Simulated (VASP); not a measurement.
All values below come from PBE GGA, VASP's PBE PAW potentials (set 64) (plane waves; VASP).

VASP input:

File KPOINTS:
```
Automatic mesh
0
Gamma
 10 10 10
```

### INCAR
```
# general
SYSTEM   =  Al2Au
PREC     =  Accurate
ENCUT    =  300
LREAL    =  .FALSE.
LASPH    =  .TRUE.

# electronic loop
EDIFF    =  1E-6
NELM     =  100
ALGO     =  Normal
LMAXMIX  =  6

# smearing
ISMEAR   =  0
SIGMA    =  0.136

# functional
GGA      =  PE

# ions
ISIF     =  2

# output
LWAVE    =  .FALSE.
LCHARG   =  .FALSE.
```

File POSCAR:
```
Al2Au
1
    0.0000000000     3.0149450000     3.0149450000
    3.0149450000     0.0000000000     3.0149450000
    3.0149450000     3.0149450000     0.0000000000
Al Au
2 1
Direct
  0.2500000000   0.2500000000   0.2500000000
  0.7500000000   0.7500000000   0.7500000000
  0.0000000000   0.0000000000   0.0000000000
```

POTCAR, in this order: Al Au (PBE.64 set). Program: vasp_std.

Output

File OUTCAR:
```
 ion  position               nearest neighbor table
   1  0.250  0.250  0.250-   3 2.61   3 2.61   3 2.61   3 2.61   2 3.01   2 3.01   2 3.01   2 3.01
                             2 3.01   2 3.01
   2  0.750  0.750  0.750-   3 2.61   3 2.61   3 2.61   3 2.61   1 3.01   1 3.01   1 3.01   1 3.01
                             1 3.01   1 3.01
   3  0.000  0.000  0.000-   2 2.61   2 2.61   2 2.61   1 2.61   2 2.61   1 2.61   1 2.61   1 2.61
  LATTYP: Found a face centered cubic cell.
 ALAT       =     6.0298900000
 Subroutine PRICEL returns:
 Original cell was already a primitive cell.
 Subroutine GETGRP returns: Found 48 space group operations
The static configuration has the point symmetry O_h .
The dynamic configuration has the point symmetry O_h .
 Subroutine INISYM returns: Found 48 space group operations
 Subroutine IBZKPT returns following result:
 Found     47 irreducible k-points:

 Following reciprocal coordinates:
            Coordinates               Weight
  0.000000  0.000000  0.000000      1.000000
  0.100000  0.000000  0.000000      8.000000
  0.200000  0.000000  0.000000      8.000000
  0.300000  0.000000  0.000000      8.000000
  0.400000  0.000000  0.000000      8.000000
  0.500000  0.000000  0.000000      4.000000
  0.100000  0.100000  0.000000      6.000000
  0.200000  0.100000  0.000000     24.000000
  0.300000  0.100000  0.000000     24.000000
  0.400000  0.100000  0.000000     24.000000
  0.500000  0.100000  0.000000     24.000000
 -0.400000  0.100000  0.000000     24.000000
 -0.300000  0.100000  0.000000     24.000000
 -0.200000  0.100000  0.000000     24.000000
 -0.100000  0.100000  0.000000     12.000000
  0.200000  0.200000  0.000000      6.000000
  0.300000  0.200000  0.000000     24.000000
  0.400000  0.200000  0.000000     24.000000
  0.500000  0.200000  0.000000     24.000000
 -0.400000  0.200000  0.000000     24.000000
 -0.300000  0.200000  0.000000     24.000000
 -0.200000  0.200000  0.000000     12.000000
  0.300000  0.300000  0.000000      6.000000
  0.400000  0.300000  0.000000     24.000000
  0.500000  0.300000  0.000000     24.000000
 -0.400000  0.300000  0.000000     24.000000
 -0.300000  0.300000  0.000000     12.000000
  0.400000  0.400000  0.000000      6.000000
  0.500000  0.400000  0.000000     24.000000
 -0.400000  0.400000  0.000000     12.000000
  0.500000  0.500000  0.000000      3.000000
  0.300000  0.200000  0.100000     24.000000
  0.400000  0.200000  0.100000     48.000000
  0.500000  0.200000  0.100000     48.000000
 -0.400000  0.200000  0.100000     24.000000
  0.400000  0.300000  0.100000     24.000000
  0.500000  0.300000  0.100000     48.000000
 -0.400000  0.300000  0.100000     48.000000
 -0.300000  0.300000  0.100000     48.000000
 -0.200000  0.300000  0.100000     24.000000
   k-points           NKPTS =     47   k-points in BZ     NKDIM =     47   number of bands    NBANDS=     12
   number of dos      NEDOS =    301   number of ions     NIONS =      3
   total plane-waves  NPLWV =  13824
   dimension x,y,z NGX =    24 NGY =   24 NGZ =   24
   dimension x,y,z NGXF=    48 NGYF=   48 NGZF=   48
   ions per type =               2   1
   PREC   = accura    normal or accurate (medium, high low for compatibility)
   ISTART =      0    job   : 0-new  1-cont  2-samecut
   ICHARG =      2    charge: 1-file 2-atom 10-const
   ISPIN  =      1    spin polarized calculation?
   LNONCOLLINEAR =      F non collinear calculations
   LSORBIT =      F    spin-orbit coupling
   INIWAV =      1    electr: 0-lowe 1-rand  2-diag
   ENCUT  =  300.0 eV  22.05 Ry    4.70 a.u.   6.02  6.02  6.02*2*pi/ulx,y,z
   NELM   =    100;   NELMIN=  2; NELMDL= -5     # of ELM steps
   EDIFF  = 0.1E-05   stopping-criterion for ELM
...
```

File OSZICAR:
```
       N       E                     dE             d eps       ncg     rms          rms(c)
DAV:   1     0.388880979681E+02    0.38888E+02   -0.50846E+03  1176   0.728E+02
DAV:   2    -0.120359843752E+02   -0.50924E+02   -0.46648E+02  1320   0.157E+02
DAV:   3    -0.132618760253E+02   -0.12259E+01   -0.12128E+01  1420   0.243E+01
DAV:   4    -0.132705347950E+02   -0.86588E-02   -0.86559E-02  1300   0.235E+00
DAV:   5    -0.132706450008E+02   -0.11021E-03   -0.11020E-03  1440   0.273E-01    0.891E+00
DAV:   6    -0.121296035859E+02    0.11410E+01   -0.63646E+00  1272   0.282E+01    0.415E+00
DAV:   7    -0.120580665909E+02    0.71537E-01   -0.28279E-01  1196   0.606E+00    0.190E+00
DAV:   8    -0.120310675088E+02    0.26999E-01   -0.25144E-02  1300   0.120E+00    0.413E-01
DAV:   9    -0.120299585045E+02    0.11090E-02   -0.35868E-03  1304   0.717E-01    0.187E-01
DAV:  10    -0.120301073056E+02   -0.14880E-03   -0.23959E-04  1244   0.119E-01    0.344E-02
DAV:  11    -0.120301023929E+02    0.49128E-05   -0.58137E-06  1384   0.199E-02    0.128E-02
DAV:  12    -0.120301040989E+02   -0.17061E-05   -0.42361E-06  1180   0.139E-02    0.341E-03
DAV:  13    -0.120301042049E+02   -0.10596E-06   -0.12336E-07   740   0.358E-03
   1 F= -.12030104E+02 E0= -.12026686E+02  d E =-.683564E-02
```

OUTCAR:
```
------------------------ aborting loop because EDIFF is reached ----------------------------------------
  FORCE on cell =-STRESS in cart. coord.  units (eV):
  Direction    XX          YY          ZZ          XY          YZ          ZX
  --------------------------------------------------------------------------------------
  Total        0.4421545      0.4421545      0.4421545      0.0000000     -0.0000000      0.0000000
  in kB       12.9245807     12.9245807     12.9245807      0.0000000     -0.0000000      0.0000000
  external PRESSURE =      12.9245807 kB  Pullay stress =       0.0000000 kB
  volume of cell :       54.81
      direct lattice vectors                 reciprocal lattice vectors
     0.000000000  3.014945000  3.014945000    -0.165840505  0.165840505  0.165840505
     3.014945000  0.000000000  3.014945000     0.165840505 -0.165840505  0.165840505
     3.014945000  3.014945000  0.000000000     0.165840505  0.165840505 -0.165840505
 POSITION                                       TOTAL-FORCE (eV/Angst)
 -----------------------------------------------------------------------------------
      1.50747      1.50747      1.50747         0.000000      0.000000      0.000000
      4.52242      4.52242      4.52242        -0.000000     -0.000000     -0.000000
      0.00000      0.00000      0.00000         0.000000     -0.000000      0.000000
 -----------------------------------------------------------------------------------
    total drift:                               -0.000000      0.000000      0.000000
  FREE ENERGIE OF THE ION-ELECTRON SYSTEM (eV)
  ---------------------------------------------------
  free  energy   TOTEN  =       -12.0301042049 eV

  energy  without entropy=      -12.0232685660  energy(sigma->0) =      -12.02668639
```
(Selected blocks of OUTCAR.)

At this cut-off the stress carries a Pulay error, which pulls relaxed volumes low.

The structure comes from a computed database's Al2Au entry; how it stands against other phases isn't given here. The cell was not relaxed at this level. The electron count is odd and the run is not spin-polarised, which forces a metal.
